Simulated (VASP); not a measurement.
Consider the following.

```
WS2
1.0
    3.22337     0.00000     0.00000
   -1.61168     2.79152     0.00000
    0.00000     0.00000     6.36033
W S
1 2
Cartesian
  0.00000   0.00000   0.00000
  0.00000   1.86101   1.54851
  1.61169   0.93051   4.81181
```

The numbers are results of r2SCAN meta-GGA, VASP's PBE PAW potentials (set 64) (plane waves; VASP 6.6.1), not measurements. Numerical set-up: 400 eV cut-off, 10×10×5 Γ-centred mesh, first-order Methfessel-Paxton smearing of 0.10 eV, potentials W_sv S.

Unless said otherwise, spin-orbit coupling is left out, though it shifts the bands of the heavy elements here.

Task: Predict the energy per atom (σ→0), band gap (on the k-mesh) with the smallest direct gap where there is one.

Result: 
- band gap (on the k-mesh): none (metal, semimetal or under 0.01 eV)
- energy per atom (σ→0): -2223.7 kJ/mol of atoms

Only differences to runs with the same potentials and settings are physical.

The structure was generated: WS2 was put into the CdI2 type (P-3m1), which need not be its known phase. It was relaxed first, which changed the volume by -11 %. The start is the result of an earlier pass.
